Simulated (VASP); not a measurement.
Data:

```yaml
crystal:
  lattice:
    - [4.71241, 0.00000, 0.00000]
    - [-2.35620, 4.08106, 0.00000]
    - [0.00000, 0.00000, 3.80251]
  atoms:
    - { symbol: Ni, position: [0.50000, 0.00000, 0.00000], spin: 2.0 }
    - { symbol: Ni, position: [0.50000, 0.50000, 0.00000], spin: 2.0 }
    - { symbol: Ni, position: [0.00000, 0.50000, 0.00000], spin: 2.0 }
    - { symbol: Si, position: [0.00000, 0.00000, 0.00000] }
    - { symbol: Si, position: [0.33333, 0.66667, 0.50000] }
    - { symbol: Si, position: [0.66667, 0.33333, 0.50000] }
```

Computed with PBE GGA, VASP's PBE PAW potentials (set 64) (plane waves; VASP). Run with 300 eV cut-off, 5×5×5 Γ-centred mesh, Gaussian smearing of 0.10 eV, potentials Ni Si.

At this cut-off the stress carries a Pulay error, which pulls relaxed volumes low.

Problem. Estimate the cell moment, energy per atom (σ→0), pressure, band gap (on the k-mesh) with the smallest direct gap where there is one.

Solution. 
```yaml
band gap (on the k-mesh): none (metal, semimetal or under 0.01 eV)
cell_moment: 0.00 μB
energy per atom (σ→0): -5.753 eV/atom
pressure: 12.44 GPa
```

The structure was generated: SiNi was put into an ordered model structure, which need not be its known phase. The cell was not relaxed at this level. The k-mesh is coarse (spacing up to 0.33 per Å, 2π included), so the numbers may not be converged in it.
